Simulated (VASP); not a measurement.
Calculation: PBE GGA, VASP's PBE PAW potentials (set 64) (plane waves; VASP).

Input for VASP

### POSCAR
```
Te
1
    2.2746000000    -3.9397220000     0.0000000000
    2.2746000000     3.9397220000     0.0000000000
    0.0000000000     0.0000000000     6.0486000000
Te
3
Direct
  0.0000000000   0.2630000000   0.6666670000
  0.7370000000   0.7370000000   0.0000000000
  0.2630000000   0.0000000000   0.3333330000
```

KPOINTS:
```
Regular mesh
0
Monkhorst-Pack
 2 2 2
0 0 0
```

**INCAR**
```
ISMEAR = 0   ! Gaussian
PREC = Accurate
SYSTEM = Te
GGA = PE
NELM = 100   ! most electronic steps
LWAVE = .FALSE.
ENCUT = 400
ALGO = Normal   ! blocked Davidson
LREAL = .FALSE.
EDIFF = 1E-6   ! SCF stop (eV)
SIGMA = 0.05
LASPH = .TRUE.   ! aspherical one-centre terms
ISIF = 2
LCHARG = .FALSE.
LMAXMIX = 4   ! l cut-off of mixed one-centre charges
```

POTCAR, in this order: Te (PBE.64 set). Program: vasp_std.

Output

OUTCAR:
```
 ion  position               nearest neighbor table
   1  0.000  0.263  0.667-   2 2.89   3 2.89   2 3.57   2 3.57   3 3.57   3 3.57
   2  0.737  0.737  0.000-   3 2.89   1 2.89   1 3.57   3 3.57   3 3.57   1 3.57
   3  0.263  0.000  0.333-   2 2.89   1 2.89   2 3.57   2 3.57   1 3.57   1 3.57
  LATTYP: Found a hexagonal cell.
 ALAT       =     4.5491993358
 C/A-ratio  =     1.3295966067
 Subroutine PRICEL returns:
 Original cell was already a primitive cell.
 Subroutine GETGRP returns: Found  6 space group operations
The static configuration has the point symmetry C_2 .
 The point group associated with its full space group is D_3 .
The dynamic configuration has the point symmetry C_2 .
 Subroutine INISYM returns: Found  6 space group operations
 Subroutine IBZKPT returns following result:
 Found      3 irreducible k-points:

 Following reciprocal coordinates:
            Coordinates               Weight
  0.250000  0.250000  0.250000     12.000000
 -0.250000  0.250000  0.250000      6.000000
 -0.250000  0.000000  0.250000      6.000000
   k-points           NKPTS =      3   k-points in BZ     NKDIM =      3   number of bands    NBANDS=     13
   number of dos      NEDOS =    301   number of ions     NIONS =      3
   total plane-waves  NPLWV =  36000
   dimension x,y,z NGX =    30 NGY =   30 NGZ =   40
   dimension x,y,z NGXF=    60 NGYF=   60 NGZF=   80
   ions per type =               3
   PREC   = accura    normal or accurate (medium, high low for compatibility)
   ISTART =      0    job   : 0-new  1-cont  2-samecut
   ICHARG =      2    charge: 1-file 2-atom 10-const
   ISPIN  =      1    spin polarized calculation?
   LNONCOLLINEAR =      F non collinear calculations
   LSORBIT =      F    spin-orbit coupling
   INIWAV =      1    electr: 0-lowe 1-rand  2-diag
   ENCUT  =  400.0 eV  29.40 Ry    5.42 a.u.   7.42  7.42  9.86*2*pi/ulx,y,z
   NELM   =    100;   NELMIN=  2; NELMDL= -5     # of ELM steps
   EDIFF  = 0.1E-05   stopping-criterion for ELM
   LREAL  =      F    real-space projection
   NLSPLINE    = F    spline interpolate recip. space projectors
...
```

**OSZICAR**
```
       N       E                     dE             d eps       ncg     rms          rms(c)
DAV:   1     0.670235673812E+02    0.67024E+02   -0.57379E+03    78   0.890E+02
DAV:   2    -0.500962142345E+01   -0.72033E+02   -0.70228E+02   103   0.148E+02
DAV:   3    -0.933952566700E+01   -0.43299E+01   -0.43092E+01    83   0.411E+01
DAV:   4    -0.942975970184E+01   -0.90234E-01   -0.90207E-01   117   0.705E+00
DAV:   5    -0.943006091889E+01   -0.30122E-03   -0.30122E-03    93   0.434E-01    0.109E+01
DAV:   6    -0.940993625505E+01    0.20125E-01   -0.23479E-02    88   0.103E+00    0.702E+00
DAV:   7    -0.940716546169E+01    0.27708E-02   -0.51594E-02    78   0.157E+00    0.337E-01
DAV:   8    -0.940610424817E+01    0.10612E-02   -0.10585E-02    78   0.656E-01    0.170E-01
DAV:   9    -0.940614812500E+01   -0.43877E-04   -0.29036E-04    98   0.133E-01    0.930E-02
DAV:  10    -0.940618323297E+01   -0.35108E-04   -0.55522E-05    94   0.547E-02    0.224E-02
DAV:  11    -0.940617872612E+01    0.45068E-05   -0.15879E-05    78   0.260E-02    0.661E-03
DAV:  12    -0.940617906334E+01   -0.33722E-06   -0.11743E-06    54   0.766E-03
   1 F= -.94061791E+01 E0= -.94061791E+01  d E =-.214543E-14
```

OUTCAR:
```
------------------------ aborting loop because EDIFF is reached ----------------------------------------
  FORCE on cell =-STRESS in cart. coord.  units (eV):
  Direction    XX          YY          ZZ          XY          YZ          ZX
  --------------------------------------------------------------------------------------
  Total       -0.6696703     -0.6696701     -0.2220756      0.0000000      0.0000000      0.0000000
  in kB       -9.8972872     -9.8972834     -3.2821314      0.0000000      0.0000000      0.0000000
  external PRESSURE =      -7.6922340 kB  Pullay stress =       0.0000000 kB
  volume of cell :      108.41
      direct lattice vectors                 reciprocal lattice vectors
     2.274600000 -3.939722000  0.000000000     0.219818869 -0.126912508  0.000000000
     2.274600000  3.939722000  0.000000000     0.219818869  0.126912508  0.000000000
     0.000000000  0.000000000  6.048600000     0.000000000  0.000000000  0.165327514
 POSITION                                       TOTAL-FORCE (eV/Angst)
 -----------------------------------------------------------------------------------
      0.59822      1.03615      4.03240        -0.011359     -0.019675     -0.000000
      3.35276      0.00000      0.00000         0.022719     -0.000000      0.000000
      0.59822     -1.03615      2.01620        -0.011359      0.019675      0.000000
 -----------------------------------------------------------------------------------
    total drift:                               -0.000166     -0.000391      0.000004
  FREE ENERGIE OF THE ION-ELECTRON SYSTEM (eV)
  ---------------------------------------------------
  free  energy   TOTEN  =        -9.4061790633 eV

  energy  without entropy=       -9.4061790633  energy(sigma->0) =       -9.40617906
```
(Selected blocks of OUTCAR.)

OUTCAR:
```
 val. band max:        4.8329318063   @ k =  -0.2500   0.0000   0.2500

 cond. band min:       5.7755667178   @ k =  -0.2500   0.0000   0.2500


 Fermi energy:         5.1013579779

 k-point     1 :       0.2500    0.2500    0.2500
  band No.  band energies     occupation
      1      -7.0246      2.00000
      2      -5.9068      2.00000
      3      -4.6934      2.00000
      4       0.4407      2.00000
      5       0.9398      2.00000
      6       1.7354      2.00000
      7       2.5400      2.00000
      8       3.8469      2.00000
      9       4.5877      2.00000
     10       6.2523      0.00000
     11       7.0002      0.00000
     12       7.8982      0.00000
     13       9.9846      0.00000

 k-point     2 :      -0.2500    0.2500    0.2500
  band No.  band energies     occupation
      1      -7.5066      2.00000
      2      -6.0341      2.00000
      3      -4.2202      2.00000
      4       1.2176      2.00000
      5       1.7370      2.00000
      6       2.3953      2.00000
      7       2.7787      2.00000
      8       3.5217      2.00000
      9       4.0288      2.00000
     10       6.4476      0.00000
     11       7.0178      0.00000
     12       7.5761      0.00000
     13       9.9989      0.00000

 k-point     3 :      -0.2500    0.0000    0.2500
  band No.  band energies     occupation
      1      -7.4937      2.00000
      2      -6.0976      2.00000
      3      -4.0988      2.00000
      4       0.8473      2.00000
      5       1.2611      2.00000
      6       2.2028      2.00000
      7       3.9544      2.00000
      8       4.0489      2.00000
      9       4.8329      2.00000
     10       5.7756      0.00000
     11       6.3569      0.00000
     12       6.5347      0.00000
     13       9.0489      0.00000
```

Unless said otherwise, spin-orbit coupling is left out, though it shifts the bands of the heavy elements here.

The compound is Te in the trig structure. The cell was not relaxed at this level. The k-mesh is coarse (spacing up to 0.80 per Å, 2π included), so the numbers may not be converged in it. The run is one of a series of settings (KPOINTS 2×2×2 Monkhorst-Pack mesh against the base run), some of them coarse on purpose.
